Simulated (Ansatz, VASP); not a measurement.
# Cross-check of InSe between VASP and Ansatz, part 2 of 2

One calculation is typed for both programs; each brings its own data sets. How far apart do they land? The cell is taken from a series of runs on this material, whose earlier steps may have relaxed, scaled, displaced or heated it; both programs get it as it stands.

VASP 6.6.1 and Ansatz 0.2.0.

So far. Step 2 (VASP: single point, PBE): The run ends at a pressure of 1.36 GPa, with forces up to 0.021 eV/Å.

**5. VASP: single point, LDA**

Level of this step: LDA; plane waves and PAW (In_d, Se) (VASP).

A single point takes one fixed geometry, so differences don't come from the geometry; what else differs is listed under the comparison.

Contents of INCAR:

```
SYSTEM = InSe
PREC = Accurate
ENCUT = 500
EDIFF = 1E-06
NELM = 120
ISMEAR = 0
SIGMA = 0.01
LREAL = .FALSE.
ALGO = Normal
GGA = PW92
NBANDS = 47
LORBIT = 11
LWAVE = .FALSE.
LCHARG = .FALSE.
ISIF = 2
LASPH = .TRUE.
GGA_COMPAT = .FALSE.
EFERMI = MIDGAP
KPAR = 2
```

Contents of POSCAR:

```
InSe
1.0
    4.0500000000      0.0000000000      0.0000000000
   -2.0250000000      3.5074028853      0.0000000000
    0.0000000000      0.0000000000     16.9300000000
In Se
4 4
Direct
    0.3333333334      0.6666666668      0.1672954020
    0.6666666668      0.3333333334      0.6672954020
    0.3333333334      0.6666666668      0.3327045980
    0.6666666668      0.3333333334      0.8327045980
    0.3333333334      0.6666666668      0.5918148106
    0.6666666668      0.3333333334      0.0918148106
    0.3333333334      0.6666666668      0.9081851894
    0.6666666668      0.3333333334      0.4081851894
```

Contents of KPOINTS:

```
Automatic mesh
0
Gamma
6 6 2
0 0 0
```

PAW data sets: In_d and Se (LDA family, release 64).

Command:

```
> mpirun -np 2 vasp_std
```

Numbers of over 12 decimals in the logs are rounded to 6 here.

The program printed:

```text
[banner, memory and clock lines left out]
running    2 mpi-ranks, on    1 nodes
[...]
|                                                                             |
|               ----> ADVICE to this user running VASP <----                  |
|                                                                             |
|     You enforced a specific xc type in the INCAR file but a different       |
|     [... a line on the potential file left out ...]
|     I HOPE YOU KNOW WHAT YOU ARE DOING!                                     |
|                                                                             |

 LDA part: xc-table for (Slater(with rela. corr.)+PW92), standard interpolation
 POSCAR, INCAR and KPOINTS ok, starting setup
[...]
entering main loop
       N       E                     dE             d eps       ncg     rms          rms(c)
DAV:   1     0.774342688294E+03    0.77434E+03   -0.33335E+04  1316   0.175E+03
DAV:   2     0.874189138441E+02   -0.68692E+03   -0.66839E+03  1330   0.463E+02
DAV:   3    -0.262127972632E+02   -0.11363E+03   -0.10976E+03  1605   0.197E+02
DAV:   4    -0.339052451883E+02   -0.76924E+01   -0.76408E+01  1584   0.513E+01
[...]
DAV:  12    -0.331798714344E+02    0.27699E-05   -0.56821E-05  1945   0.491E-02    0.276E-02
DAV:  13    -0.331798728372E+02   -0.14028E-05   -0.52959E-06  1418   0.124E-02    0.682E-03
DAV:  14    -0.331798726632E+02    0.17406E-06   -0.19553E-06  1056   0.183E-02
   1 F= -.33179873E+02 E0= -.33179873E+02  d E =-.196053E-24
```

From OUTCAR (step 5):

```text
  Total       -3.9501418     -3.9501418     -3.8586260      0.0000000      0.0000000      0.0000000
  in kB      -26.3163490    -26.3163490    -25.7066586      0.0000000      0.0000000      0.0000000
  external PRESSURE =     -26.1131188 kB  Pullay stress =       0.0000000 kB

 POSITION                                       TOTAL-FORCE (eV/Angst)
 -----------------------------------------------------------------------------------
      0.00000      2.33827      2.83231         0.000000     -0.000000     -0.082621
      2.02500      1.16913     11.29731         0.000000     -0.000000     -0.082621
      0.00000      2.33827      5.63269        -0.000000     -0.000000      0.082621
      2.02500      1.16913     14.09769        -0.000000      0.000000      0.082621
      0.00000      2.33827     10.01942         0.000000     -0.000000      0.275806
      2.02500      1.16913      1.55442        -0.000000      0.000000      0.275806
      0.00000      2.33827     15.37558         0.000000     -0.000000     -0.275806
      2.02500      1.16913      6.91058        -0.000000      0.000000     -0.275806
 -----------------------------------------------------------------------------------
    total drift:                               -0.000000     -0.000001      0.000000

  FREE ENERGIE OF THE ION-ELECTRON SYSTEM (eV)
  ---------------------------------------------------
  free  energy   TOTEN  =       -33.1798726632 eV

  energy  without entropy=      -33.1798726632  energy(sigma->0) =      -33.17987266

[... 2 parts as in an earlier step ...]

[... 1 further part left out ...]
[key lines of the parts left out:]
E-fermi :   3.7408
```

The run ends at a pressure of -2.61 GPa, with forces up to 0.28 eV/Å.

**6. Ansatz: single point, LDA**

The same cell, functional (in two slightly different forms) and mesh now go to Ansatz, which takes its cutoff from its data sets.

The cell is taken from a series of runs on this material, whose earlier steps may have relaxed, scaled, displaced or heated it; both programs get it as it stands.

Contents of input.yaml:

```yaml
crystal:
  lattice:
    - [4.05, 0.0, 0.0]
    - [-2.025, 3.5074028853, 0.0]
    - [0.0, 0.0, 16.93]
  atoms:
    - { symbol: In, position: [0.3333333333, 0.6666666667, 0.167295402] }
    - { symbol: In, position: [0.6666666667, 0.3333333333, 0.667295402] }
    - { symbol: In, position: [0.3333333333, 0.6666666667, 0.332704598] }
    - { symbol: In, position: [0.6666666667, 0.3333333333, 0.832704598] }
    - { symbol: Se, position: [0.3333333333, 0.6666666667, 0.5918148106] }
    - { symbol: Se, position: [0.6666666667, 0.3333333333, 0.0918148106] }
    - { symbol: Se, position: [0.3333333333, 0.6666666667, 0.9081851894] }
    - { symbol: Se, position: [0.6666666667, 0.3333333333, 0.4081851894] }
kpoints:
  mp_grid: { grid: [6, 6, 2] }
  band_path:
    path:
      - [0.0, 0.0, 0.0]
      - [0.5, 0.0, 0.0]
      - [0.33333333, 0.33333333, 0.0]
      - [0.0, 0.0, 0.5]
      - [0.5, 0.0, 0.5]
      - [0.33333333, 0.33333333, 0.5]
    npoints: 1
hamiltonian:
  xc: lda
scf:
  occupations: { method: fixed }
  n_extra_bands: 6
output:
  eigenvalues: true
  forces: true
  stress: true
```

Command:

```
> ansatz run input.yaml --threads 2 --pin off --max-ram 92160MiB --backend cuda --devices 1 --max-vram 13GiB --events-out ev --progress --plain --runs-dir out
```

The program printed:

```text
[...]
GPUs: using 1 of 1 available (devices: 1).
[...]
GPU FFT provider: cuFFT
GPU libraries: cuBLAS 13.8.2, cuFFT 12.4.0, cuSOLVER 12.3.4
Crystal: 8 atoms, lattice volume = 240.490 Å³
Basis set: ecut = 420 eV, 4701 PW (Γ)
Bands: 64, of which v1, the nominal top of the filled ones, is band 58 counted from 1 (57 counted from 0)
Symmetry: 24 space group operations
[...]
k-point 0: bands = [... 54 lower, 5.4246, 5.5026, 5.5026, 6.6021, 6.7295, 8.0984, 8.4998, 8.5068, ... 2 higher]
  k-point 1: bands = [... 54 lower, 5.4712, 5.4712, 5.6498, 5.6498, 7.6257, 7.6257, 8.5145, 8.5145, ... 2 higher]
  k-point 2: bands = [... 54 lower, 5.1399, 5.2562, 5.5671, 6.3642, 8.0114, 8.5362, 9.0590, 9.3433, ... 2 higher]
  k-point 13: bands = [... 54 lower, 4.2598, 4.2598, 5.0540, 5.0540, 8.3436, 8.3436, 8.7444, 8.7444, ... 2 higher]
[key lines of the parts left out:]
SCF converged after 7 iterations
Free energy (F): -43365.354255 eV
Fermi energy:    6.602114 eV
P = ⅓ Tr σ = -2.6923 GPa (-26.923 kbar)
```

**7. Side by side**

What differs besides the data sets and the points named for the pairs above, as far as they apply: fixed occupations in Ansatz, narrow Gaussian smearing in VASP; the data sets hold 116 valence electrons in Ansatz (on its default PAW (the set named soft_2) files) and 76 in VASP; VASP's log shows a relativistic correction to its local exchange, Ansatz's none. Total energies have different zeros and are not compared.

Compared:

```
              quantity  Ansatz   VASP  difference
        pressure (GPa)   -2.69  -2.61       -0.08
gap on the k mesh (eV)   0.127  0.139      -0.011
```

Forces (eV/Å; atoms numbered as in POSCAR):

```
atom        Ansatz x, y, z          VASP x, y, z
 In1  0.000, 0.000, -0.091  0.000, 0.000, -0.083
 In2  0.000, 0.000, -0.091  0.000, 0.000, -0.083
 In3   0.000, 0.000, 0.091   0.000, 0.000, 0.083
 In4   0.000, 0.000, 0.091   0.000, 0.000, 0.083
 Se5   0.000, 0.000, 0.295   0.000, 0.000, 0.276
 Se6   0.000, 0.000, 0.295   0.000, 0.000, 0.276
 Se7  0.000, 0.000, -0.295  0.000, 0.000, -0.276
 Se8  0.000, 0.000, -0.295  0.000, 0.000, -0.276
```

The forces differ by 8.7 meV/Å r.m.s., which is 7.4 % of the r.m.s. force of 0.118 eV/Å (both taken over all components). A gap on the mesh is an upper bound, since the band edges may lie between its points.

**8. Ansatz: single point, PBE, spin-orbit coupling**

A single point takes one fixed geometry, so differences don't come from the geometry; what else differs is listed under the comparison.

The cell is taken from a series of runs on this material, whose earlier steps may have relaxed, scaled, displaced or heated it; both programs get it as it stands.

Changes to input.yaml since step 6:

```diff
@@ -26,6 +26,9 @@
 hamiltonian:
-  xc: lda
+  xc: pbe
 scf:
-  occupations: { method: fixed }
-  n_extra_bands: 6
+  occupations: { method: fermi_dirac, width: 0.02 }
+  n_extra_bands: 12
+magnetization:
+  noncollinear: true
+  spin_orbit: true
 output:
@@ -34 +37,5 @@
   stress: true
+  write_density: true
+  write_potential: true
+  elf: true
+  volumetric_format: npy
```

The program printed:

```text
[...]
GPUs: using 1 of 1 available (devices: 1).
[...]
non-collinear run that drives no moment, with spin-orbit: no starting moment large enough to seed its density (crystal.atoms[].spin), no starting occupations that ask for one, no magnetisation constraint and no magnetic field, so the semilocal B_xc is pinned to zero
[...]
k-point 0: bands = [... 112 lower, 5.9484, 5.9484, 6.9448, 6.9448, 7.2731, 7.2731, 8.5491, 8.5491, ... 8 higher]
  k-point 1: bands = [... 112 lower, 6.0955, 6.0955, 6.0955, 6.0955, 8.0846, 8.0846, 8.0846, 8.0846, ... 8 higher]
  k-point 2: bands = [... 112 lower, 5.9324, 5.9324, 6.6926, 6.6926, 8.4874, 8.4874, 8.9817, 8.9817, ... 8 higher]
  k-point 13: bands = [... 112 lower, 5.3347, 5.3347, 5.4255, 5.4255, 8.7244, 8.7244, 8.7478, 8.7478, ... 8 higher]
[key lines of the parts left out:]
SCF converged after 10 iterations
Magnetization: |M| = 0.0000 μB,  M = (+0.0000, +0.0000, +0.0000) μB
Free energy (F): -44280.157972 eV
Fermi energy:    7.108962 eV
P = ⅓ Tr σ = 1.2923 GPa (12.923 kbar)
```

**9. VASP: single point, PBE, spin-orbit coupling**

The same cell, functional, mesh and smearing now go to VASP, with its own data sets.

Contents of INCAR:

```
SYSTEM = InSe
PREC = Accurate
ENCUT = 500
EDIFF = 1E-06
NELM = 200
ISMEAR = -1
SIGMA = 0.02
LREAL = .FALSE.
ALGO = Normal
GGA = PE
LNONCOLLINEAR = .TRUE.
MAGMOM = 0 0 0 0 0 0 0 0 0 0 0 0 0 0 0 0 0 0 0 0 0 0 0 0
NBANDS = 94
GGA_COMPAT = .FALSE.
LASPH = .TRUE.
LSORBIT = .TRUE.
LORBIT = 11
LWAVE = .FALSE.
LCHARG = .FALSE.
ISIF = 2
EFERMI = MIDGAP
KPAR = 2
```

POSCAR is that of step 5.

KPOINTS is that of step 5.

Potentials, in the order of the species: In_d and Se (PBE family, release 64).

Command:

```
> mpirun -np 2 vasp_ncl
```

The program printed:

```text
[... set-up lines as in an earlier step ...]
 entering main loop
       N       E                     dE             d eps       ncg     rms          rms(c)
DAV:   1     0.830603577146E+03    0.83060E+03   -0.32118E+04  2648   0.174E+03
DAV:   2     0.124156892317E+03   -0.70645E+03   -0.68745E+03  2632   0.473E+02
DAV:   3    -0.157449909333E+02   -0.13990E+03   -0.13328E+03  3032   0.215E+02
DAV:   4    -0.289290051022E+02   -0.13184E+02   -0.12985E+02  3176   0.627E+01
[...]
DAV:  14    -0.285772959167E+02   -0.66339E-05   -0.69605E-06  2632   0.158E-02    0.454E-03
DAV:  15    -0.285772975079E+02   -0.15912E-05   -0.21381E-06  2184   0.863E-03    0.139E-03
DAV:  16    -0.285772976891E+02   -0.18122E-06   -0.53923E-07  1928   0.493E-03
   1 F= -.28577298E+02 E0= -.28577296E+02  d E =-.389113E-05  mag=     0.0000    -0.0000    -0.0000
```

From OUTCAR (step 9):

```text
  Total        1.9810546      1.9810546      2.1570273      0.0000000     -0.0000000      0.0000000
  in kB       13.1980385     13.1980385     14.3703908      0.0000000     -0.0000000      0.0000000
  external PRESSURE =      13.5888226 kB  Pullay stress =       0.0000000 kB

 POSITION                                       TOTAL-FORCE (eV/Angst)
 -----------------------------------------------------------------------------------
      0.00000      2.33827      2.83231         0.000000     -0.000000      0.021115
      2.02500      1.16913     11.29731        -0.000000      0.000000      0.021115
      0.00000      2.33827      5.63269         0.000000     -0.000000     -0.021115
      2.02500      1.16913     14.09769        -0.000000      0.000000     -0.021115
      0.00000      2.33827     10.01942         0.000000      0.000000     -0.020548
      2.02500      1.16913      1.55442        -0.000000     -0.000000     -0.020548
      0.00000      2.33827     15.37558         0.000000      0.000000      0.020548
      2.02500      1.16913      6.91058        -0.000000     -0.000000      0.020548
 -----------------------------------------------------------------------------------
    total drift:                               -0.000000     -0.000000      0.000000

  FREE ENERGIE OF THE ION-ELECTRON SYSTEM (eV)
  ---------------------------------------------------
  free  energy   TOTEN  =       -28.5772976891 eV

  energy  without entropy=      -28.5772937980  energy(sigma->0) =      -28.57729574

 magnetization (x)
# of ion       s       p       d       tot
------------------------------------------
    1        0.000   0.000  -0.000   0.000
    2        0.000   0.000   0.000   0.000
    3        0.000  -0.000   0.000  -0.000
    4        0.000   0.000  -0.000   0.000
    5        0.000  -0.000   0.000  -0.000
    6       -0.000  -0.000  -0.000  -0.000
    7       -0.000  -0.000  -0.000  -0.000
    8        0.000  -0.000   0.000  -0.000
--------------------------------------------------
tot          0.000  -0.000  -0.000  -0.000

 magnetization (y)
# of ion       s       p       d       tot
------------------------------------------
    1       -0.000   0.000   0.000   0.000
    2        0.000   0.000  -0.000  -0.000
    3        0.000   0.000  -0.000  -0.000
    4       -0.000  -0.000   0.000  -0.000
    5        0.000   0.000   0.000   0.000
    6        0.000   0.000   0.000   0.000
    7        0.000   0.000   0.000   0.000
    8       -0.000  -0.000   0.000  -0.000
--------------------------------------------------
tot         -0.000  -0.000  -0.000  -0.000

 magnetization (z)
# of ion       s       p       d       tot
------------------------------------------
    1        0.000   0.000   0.000   0.000
    2        0.000   0.000   0.000   0.000
    3        0.000   0.000   0.000   0.000
    4        0.000   0.000   0.000   0.000
    5        0.000   0.000   0.000   0.000
    6        0.000   0.000   0.000   0.000
    7        0.000   0.000   0.000   0.000
    8        0.000   0.000   0.000   0.000
--------------------------------------------------
tot          0.000   0.000   0.000   0.000

[... 1 part as in an earlier step ...]

[... 2 further parts left out ...]
[key lines of the parts left out:]
E-fermi :   4.0140
```

The run ends at a pressure of 1.36 GPa, with forces up to 0.021 eV/Å.

**10. Side by side**

What differs besides the data sets and the points named for the pairs above, as far as they apply: spin-orbit coupling enters by fully relativistic files in Ansatz and inside the spheres in VASP; the data sets hold 116 valence electrons in Ansatz (on its fully relativistic PAW (standard-fr) files) and 76 in VASP. Total energies have different zeros and are not compared.

The two programs side by side:

```
              quantity  Ansatz   VASP  difference
        pressure (GPa)    1.29   1.36       -0.07
gap on the k mesh (eV)   0.328  0.313      +0.015
```

The largest component of a force difference here is 17 meV/Å. A gap on the mesh is an upper bound, since the band edges may lie between its points.

**11. Summary of results**

```yaml
difference_in_gap_on_the_k_mesh_single_point_pbe: 0.013 eV
r_m_s_force_difference_single_point_pbe: 8.1 meV/Å
r_m_s_force_difference_single_point_lda: 8.7 meV/Å
difference_in_gap_on_the_k_mesh_single_point_pbe_spin_orbit_coupling: 0.015 eV
r_m_s_force_difference_single_point_pbe_spin_orbit_coupling: 9.0 meV/Å
```

What this shows: The r.m.s. force difference is 9.0 meV/Å (single point, PBE, spin-orbit coupling), within the 12 meV/Å picked in this series as the mark of a large difference. The data sets hold unlike numbers of valence electrons (116 in Ansatz and 76 in VASP), so part of the differences may come from the potentials. How closely two codes agree says nothing of how well the functional describes the real material.

[Lines on the potential files, build, host, timing and source positions are cut from VASP's logs without a mark.]

[Logs are printed without paths, hosts, clocks, repeated set-up lines and the standing remarks that a program may print on its own settings, such as how far it seeks lower states.]

[Hosts, paths, dates, database ids (printed as entryN), source tags and the programs' standing remarks are cut or masked in the printed files.]
